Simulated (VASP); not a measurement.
Consider the following.

```
CELL_PARAMETERS angstrom
      0.00000     3.39261     3.39261
      3.39261     0.00000     3.39261
      3.39261     3.39261     0.00000
ATOMIC_POSITIONS crystal
  Ba 0.00000 0.00000 0.00000
  Te 0.50000 0.50000 0.50000
```

Computed with PBE GGA, VASP's PBE PAW potentials (set 64) (plane waves; VASP). Numerical set-up: 500 eV cut-off, 7×7×7 Γ-centred mesh, Gaussian smearing of 0.050 eV, potentials Ba_sv Te.

Estimate the energy per atom (σ→0), pressure.

```json
{
  "energy per atom (σ→0)": "-4.239 eV/atom",
  "pressure": "4.97 GPa"
}
```

The absolute energy has meaning only against runs of the same code, potentials and settings.

The compound is BaTe in the rock salt structure. It was relaxed first under an external pressure of 5 GPa.
